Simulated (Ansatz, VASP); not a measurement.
# Al2O3: VASP beside Ansatz, part 2 of 4

Wanted: the spread between two codes on one cell, functional and k mesh. Of the first pair: The structure shown is frame 474 of Ansatz's trajectory.

VASP 6.6.1 and Ansatz 0.2.0.

So far: Set-up; Ansatz: dynamics, LDA.

## Step 3: VASP: single point, LDA, pair 1

Level of this step: LDA; plane waves and PAW (Al, O) (VASP).

The same cell, functional (in two slightly different forms), mesh and smearing now go to VASP, with its own data sets.

Lines of VASP's logs that name or quote its potential files are left out, and so is its time.

INCAR reads:

```
SYSTEM = Al2O3
PREC = Accurate
ENCUT = 520
EDIFF = 1E-06
NELM = 120
ISMEAR = -1
SIGMA = 0.207
LREAL = Auto
ALGO = Normal
GGA = PW92
NBANDS = 232
LORBIT = 11
LWAVE = .FALSE.
LCHARG = .FALSE.
ISIF = 2
LASPH = .TRUE.
GGA_COMPAT = .FALSE.
EFERMI = MIDGAP
NCORE = 2
```

POSCAR reads:

```
Al2O3
1.0
    9.5429000000      0.0000000000      0.0000000000
    0.0000000000      9.5429000000      0.0000000000
    0.0000000000      0.0000000000      9.5429000000
Al O
30 45
Direct
    0.4423183728      0.8033616615      0.9854446761
    0.4925651532      0.0662167685      0.0183382410
    0.1687956491      0.8880528980      0.5476846661
    0.4479875090      0.4915172537      0.1286820568
    0.4061972776      0.5208793972      0.5977009085
    0.0158232822      0.0241750411      0.8799735929
    0.2352848715      0.6753083444      0.3632438776
    0.6466482935      0.0514518647      0.4866026051
    0.7201479634      0.6274612539      0.1107839336
    0.1187374907      0.5746575988      0.1376206394
    0.4598182942      0.7993586855      0.5748357418
    0.4283603517      0.0835175890      0.7180102485
    0.1533705687      0.2481530772      0.1111192614
    0.9941527209      0.8755514571      0.1479634073
    0.3943769714      0.2653491077      0.3848515650
    0.7239937545      0.9969715705      0.8495530709
    0.6959938803      0.3101468107      0.9686678054
    0.9773653711      0.3964518123      0.3564744470
    0.9026396588      0.4926594641      0.8558823838
    0.7473619130      0.3379266261      0.6093640298
    0.9182847981      0.0853828501      0.3670687108
    0.6360645087      0.4851250668      0.3994907209
    0.2761634304      0.0122499450      0.2453132696
    0.1568286370      0.7447840803      0.8479602637
    0.3710402498      0.3675821815      0.8666128745
    0.7526118895      0.8077104444      0.3437739052
    0.7255132088      0.7004788901      0.6224837314
    0.8910289325      0.9682591246      0.6203145794
    0.1588929990      0.2960839996      0.5979104884
    0.0169864507      0.5913611166      0.5920527303
    0.2113194102      0.3868216161      0.0007440086
    0.9743369416      0.9399344015      0.4536671242
    0.1479424494      0.7099519014      0.5962862442
    0.0226870239      0.6171604020      0.9289419359
    0.8510096512      0.1007450565      0.8429932201
    0.2474824215      0.8813882572      0.3861509604
    0.7483574176      0.0022844209      0.3398652401
    0.9878862819      0.3830910939      0.1835605529
    0.5233838770      0.3952781649      0.2800825745
    0.0261660502      0.4222091817      0.6708547716
    0.3743411332      0.9532741619      0.1178991711
    0.5438493540      0.6805164049      0.6883442140
    0.0720850056      0.8851083004      0.9664986534
    0.8005428119      0.4582254870      0.0087499607
    0.3555418164      0.9155393015      0.6370180972
    0.4975845917      0.1443691121      0.4704125580
    0.3111318362      0.1950769682      0.2136981421
    0.0720011736      0.0155927443      0.2083224177
    0.8087688229      0.4155759780      0.4521686280
    0.3015749929      0.4051598571      0.4645547999
    0.6498758239      0.6360121137      0.2636619895
    0.6112397699      0.1210952645      0.6895597774
    0.0795565289      0.7173395928      0.2293328024
    0.8485470874      0.5799914072      0.7039683954
    0.0576344717      0.9618774167      0.6940971822
    0.5738088003      0.9288790619      0.9123536870
    0.3164132496      0.7623259177      0.8793867692
    0.5066803592      0.3757662765      0.0052394974
    0.3502918400      0.5066803592      0.7654486582
    0.6189627891      0.8616982259      0.4762388792
    0.2973938740      0.2051996772      0.6784310849
    0.8140187993      0.6904085760      0.4730532647
    0.0443366272      0.2257175492      0.3791824288
    0.3930461390      0.1638495635      0.8940468830
    0.5382430917      0.6606377516      0.0580117155
    0.6608158945      0.1357239414      0.0490312169
    0.0868918253      0.1521550053      0.9662366786
    0.8340860745      0.7799411080      0.1490741808
    0.7662660198      0.8632491171      0.7207871821
    0.5689884626      0.4064382944      0.5669555376
    0.8060128472      0.1605486802      0.5177461778
    0.0819771767      0.5332760482      0.4309905794
    0.2985989584      0.5917278815      0.2080185269
    0.3843485733      0.6782529420      0.4614634964
    0.7736432321      0.3602468851      0.7881880770
```

KPOINTS reads:

```
Automatic mesh
0
Gamma
1 1 1
0 0 0
```

PAW data sets: Al and O (LDA family, release 64).

The run is started by

```sh
mpirun -np 8 vasp_gam
```

Numbers of over 12 decimals in the logs are rounded to 6 here.

Log:

```text
[banner, memory and clock lines left out]
running    8 mpi-ranks, on    1 nodes
[...]
|                                                                             |
|               ----> ADVICE to this user running VASP <----                  |
|                                                                             |
|     You enforced a specific xc type in the INCAR file but a different       |
|     [... a line on the potential file left out ...]
|     I HOPE YOU KNOW WHAT YOU ARE DOING!                                     |
|                                                                             |

 LDA part: xc-table for (Slater(with rela. corr.)+PW92), standard interpolation
 POSCAR, INCAR and KPOINTS ok, starting setup
[...]
entering main loop
       N       E                     dE             d eps       ncg     rms          rms(c)
DAV:   1     0.297153223985E+04    0.29715E+04   -0.20857E+05   464   0.152E+03
DAV:   2    -0.388364980597E+03   -0.33599E+04   -0.32333E+04   568   0.356E+02
DAV:   3    -0.662121918231E+03   -0.27376E+03   -0.27136E+03   544   0.107E+02
DAV:   4    -0.667286427070E+03   -0.51645E+01   -0.51415E+01   552   0.162E+01
[...]
DAV:  16    -0.576308394640E+03    0.10469E-04   -0.28314E-05   552   0.219E-02    0.808E-03
DAV:  17    -0.576308394129E+03    0.51064E-06   -0.14765E-05   552   0.125E-02    0.511E-03
DAV:  18    -0.576308394175E+03   -0.45733E-07   -0.41575E-06   432   0.499E-03
   1 F= -.57630839E+03 E0= -.57625239E+03  d E =-.112001E+00
```

OUTCAR, selected parts (step 3):

```text
  Total      -34.8087532    -27.3534728    -20.0635760      1.2823154     -1.5599178     17.0059023
  in kB      -64.1738259    -50.4291834    -36.9894441      2.3640918     -2.8758827     31.3522810
  external PRESSURE =     -50.5308178 kB  Pullay stress =       0.0000000 kB

 POSITION                                       TOTAL-FORCE (eV/Angst)
 -----------------------------------------------------------------------------------
      4.22100      7.66640      9.40400         2.523081     -0.245885      1.397734
      4.70050      0.63190      0.17500         0.111535      2.162599      0.101612
      1.61080      8.47460      5.22650        -0.858503      1.355912      1.725254
      4.27510      4.69050      1.22800        -0.393607      1.679685      2.091289
      3.87630      4.97070      5.70380         1.471920     -0.283433     -1.221050
      0.15100      0.23070      8.39750         0.189484      2.199401     -2.221887
      2.24530      6.44440      3.46640        -2.226242     -0.054679     -0.918809
      6.17090      0.49100      4.64360        -0.470246      0.820005      1.100569
      6.87230      5.98780      1.05720         1.801933     -0.009622     -4.016702
      1.13310      5.48390      1.31330        -0.186668     -4.022448     -3.416225
      4.38800      7.62820      5.48560         3.743565     -2.139975     -1.913225
      4.08780      0.79700      6.85190        -0.365467      0.921641     -0.590582
      1.46360      2.36810      1.06040        -1.930222      0.568375     -2.107764
      9.48710      8.35530      1.41200         0.995684     -4.725292     -1.967148
[...]
-----------------------------------------------------------------------------------
    total drift:                                0.006168     -0.028019     -0.001613

  FREE ENERGIE OF THE ION-ELECTRON SYSTEM (eV)
  ---------------------------------------------------
  free  energy   TOTEN  =      -576.3083941749 eV

  energy  without entropy=     -576.1963929364  energy(sigma->0) =     -576.25239356

[... 3 further parts left out ...]
[key lines of the parts left out:]
E-fermi :   4.7481
```

The run ends at a pressure of -5.05 GPa, with forces up to 7.0 eV/Å.

## Step 4: Side by side

Known differences besides the potentials themselves: the cutoff is 420 eV in Ansatz and 520 eV in VASP (PREC = Accurate, projectors in real space); VASP's log shows a relativistic correction to its local exchange, Ansatz's none. Total energies have different zeros and are not compared.

Forces on 9 of the 75 atoms, those with the largest forces and the largest differences (eV/Å; atoms numbered as in POSCAR):

```csv
atom,"Ansatz x, y, z","VASP x, y, z"
Al9,"1.688, 0.037, -3.804","1.802, -0.010, -4.017"
Al10,"-0.182, -3.878, -3.295","-0.187, -4.022, -3.416"
Al14,"1.038, -4.600, -1.911","0.996, -4.725, -1.967"
Al16,"-4.927, -1.089, -1.709","-5.076, -1.202, -1.717"
Al24,"-5.981, -0.693, 0.660","-6.185, -0.727, 0.585"
O35,"4.580, 0.598, -0.636","4.756, 0.801, -0.666"
O41,"3.345, -2.113, -3.354","3.435, -2.183, -3.464"
O45,"-2.557, 3.954, 1.755","-2.677, 4.113, 1.830"
O51,"0.070, -1.189, 6.657","-0.012, -1.185, 6.879"
```

The forces differ by 67 meV/Å r.m.s., which is 3.6 % of the r.m.s. force of 1.853 eV/Å (both taken over all components).

## Step 5: Ansatz: dynamics, LDA

One frame of this run of dynamics is then solved in both programs, so the motion causes no difference.

The structure compared here is frame 949 of Ansatz's trajectory.

input.yaml reads:

```yaml
crystal:
  lattice:
    - [9.5429, 0.0, 0.0]
    - [0.0, 9.5429, 0.0]
    - [0.0, 0.0, 9.5429]
  atoms:
    - { symbol: Al, position: [0.40079, 0.82568, 0.0993] }
    - { symbol: Al, position: [0.54951, 0.05436, 0.02134] }
    - { symbol: Al, position: [0.14593, 0.99892, 0.58559] }
    - { symbol: Al, position: [0.52289, 0.51563, 0.12324] }
    - { symbol: Al, position: [0.37154, 0.49082, 0.59575] }
    - { symbol: Al, position: [0.92655, 0.05387, 0.84861] }
    - { symbol: Al, position: [0.19286, 0.5946, 0.3507] }
    - { symbol: Al, position: [0.6321, 0.04715, 0.52839] }
    - { symbol: Al, position: [0.77118, 0.66344, 0.08078] }
    - { symbol: Al, position: [0.22782, 0.56547, 0.00335] }
    - { symbol: Al, position: [0.41174, 0.8026, 0.54996] }
    - { symbol: Al, position: [0.39224, 0.04343, 0.71882] }
    - { symbol: Al, position: [0.12748, 0.31581, 0.12397] }
    - { symbol: Al, position: [0.06025, 0.87751, 0.09974] }
    - { symbol: Al, position: [0.42262, 0.32537, 0.33995] }
    - { symbol: Al, position: [0.61558, 0.78766, 0.83141] }
    - { symbol: Al, position: [0.72638, 0.31831, 0.97804] }
    - { symbol: Al, position: [0.9024, 0.50765, 0.25954] }
    - { symbol: Al, position: [0.00107, 0.40234, 0.8549] }
    - { symbol: Al, position: [0.77979, 0.31926, 0.53224] }
    - { symbol: Al, position: [0.00825, 0.06382, 0.29742] }
    - { symbol: Al, position: [0.63998, 0.58901, 0.39063] }
    - { symbol: Al, position: [0.37135, 0.01678, 0.31163] }
    - { symbol: Al, position: [0.15084, 0.8032, 0.82501] }
    - { symbol: Al, position: [0.40719, 0.33531, 0.84045] }
    - { symbol: Al, position: [0.77953, 0.81719, 0.36526] }
    - { symbol: Al, position: [0.63159, 0.51737, 0.72277] }
    - { symbol: Al, position: [0.87746, 0.9644, 0.60753] }
    - { symbol: Al, position: [0.12615, 0.3048, 0.53022] }
    - { symbol: Al, position: [0.92059, 0.65425, 0.60642] }
    - { symbol: O, position: [0.36952, 0.46289, 0.05596] }
    - { symbol: O, position: [0.03603, 0.95457, 0.4501] }
    - { symbol: O, position: [0.038, 0.6726, 0.72691] }
    - { symbol: O, position: [0.09689, 0.45983, 0.96539] }
    - { symbol: O, position: [0.76802, 0.97217, 0.7719] }
    - { symbol: O, position: [0.32358, 0.93783, 0.44754] }
    - { symbol: O, position: [0.74211, 0.00303, 0.39226] }
    - { symbol: O, position: [0.04751, 0.42911, 0.22022] }
    - { symbol: O, position: [0.53432, 0.48719, 0.31286] }
    - { symbol: O, position: [0.03654, 0.35796, 0.6712] }
    - { symbol: O, position: [0.45035, 0.97692, 0.16649] }
    - { symbol: O, position: [0.58104, 0.6731, 0.70292] }
    - { symbol: O, position: [0.04107, 0.91582, 0.92488] }
    - { symbol: O, position: [0.78065, 0.47185, 0.06177] }
    - { symbol: O, position: [0.26735, 0.88979, 0.7079] }
    - { symbol: O, position: [0.516, 0.16422, 0.41294] }
    - { symbol: O, position: [0.29176, 0.26986, 0.22351] }
    - { symbol: O, position: [0.92367, 0.05098, 0.15668] }
    - { symbol: O, position: [0.78097, 0.43845, 0.39231] }
    - { symbol: O, position: [0.28954, 0.42408, 0.44289] }
    - { symbol: O, position: [0.75904, 0.6572, 0.27061] }
    - { symbol: O, position: [0.52745, 0.95712, 0.63051] }
    - { symbol: O, position: [0.18241, 0.95783, 0.17103] }
    - { symbol: O, position: [0.79598, 0.47545, 0.65537] }
    - { symbol: O, position: [0.00415, 0.03988, 0.69111] }
    - { symbol: O, position: [0.51979, 0.8825, 0.93008] }
    - { symbol: O, position: [0.2645, 0.73524, 0.94895] }
    - { symbol: O, position: [0.5736, 0.42185, 0.87818] }
    - { symbol: O, position: [0.30634, 0.47428, 0.76197] }
    - { symbol: O, position: [0.60965, 0.75062, 0.41031] }
    - { symbol: O, position: [0.24263, 0.1589, 0.60651] }
    - { symbol: O, position: [0.84271, 0.79616, 0.55196] }
    - { symbol: O, position: [0.03497, 0.21527, 0.39876] }
    - { symbol: O, position: [0.42468, 0.13918, 0.86508] }
    - { symbol: O, position: [0.55342, 0.67896, 0.10314] }
    - { symbol: O, position: [0.61914, 0.20533, 0.06676] }
    - { symbol: O, position: [0.13954, 0.21671, 0.95544] }
    - { symbol: O, position: [0.94434, 0.75809, 0.13535] }
    - { symbol: O, position: [0.74724, 0.67178, 0.88645] }
    - { symbol: O, position: [0.51933, 0.42225, 0.63479] }
    - { symbol: O, position: [0.76023, 0.15691, 0.58932] }
    - { symbol: O, position: [0.04479, 0.60054, 0.44871] }
    - { symbol: O, position: [0.24528, 0.70256, 0.21432] }
    - { symbol: O, position: [0.37021, 0.63538, 0.5076] }
    - { symbol: O, position: [0.86249, 0.26464, 0.87993] }
kpoints:
  mp_grid: { grid: [1, 1, 1] }
hamiltonian:
  xc: lda
scf:
  occupations: { method: fermi_dirac, width: 0.207 }
output:
  forces: true
  stress: true
md:
  timestep: 2.0
  n_steps: 1400
  ensemble: nvt_nose_hoover
  temperature: 2400
  initial_velocities: maxwell_boltzmann
  seed: 5
```

The run is started by

```sh
ansatz run input.yaml --threads 8 --pin off --max-ram 15360MiB --backend cpu --events-out ev --progress --plain --runs-dir out
```

Log:

```text
[...]
Crystal: 75 atoms, lattice volume = 869.043 Å³
Basis set: ecut = 420 eV, 17071 PW (Γ)
Bands: 266, of which v1, the nominal top of the filled ones, is band 180 counted from 1 (179 counted from 0)
Symmetry: 1 space group operations
k-points: 1
[...]
atom  75  O     -1.05267304    -0.20896386     1.03009646
  max |Σ_I F_I| component: 9.22e-5 eV/Å
--- Stress (GPa, compression-positive) ---
       -5.933358      -0.282712      -3.003019
       -0.282712      -3.674553      -2.330600
       -3.003019      -2.330599      -1.558575
  P = ⅓ Tr σ = -3.7222 GPa (-37.222 kbar)
--- MD trajectory: 1400 steps, t = 0.0 → 2800.0 fs ---
[...]
conserved energy: peak-to-peak 2.286e-1 eV (3.048e-3 eV/atom) over 2800.0 fs
[key lines of the parts left out:]
SCF converged after 11 iterations
Free energy (F): -40447.403025 eV
Fermi energy:    5.807486 eV
```

[end of part 2 of 4]

[Lines on the potential files, build, host, timing and source positions are cut from VASP's logs without a mark.]

[Logs are printed without paths, hosts, clocks, repeated set-up lines and the standing remarks that a program may print on its own settings, such as how far it seeks lower states.]

[Hosts, paths, dates, database ids (printed as entryN), source tags and the programs' standing remarks are cut or masked in the printed files.]
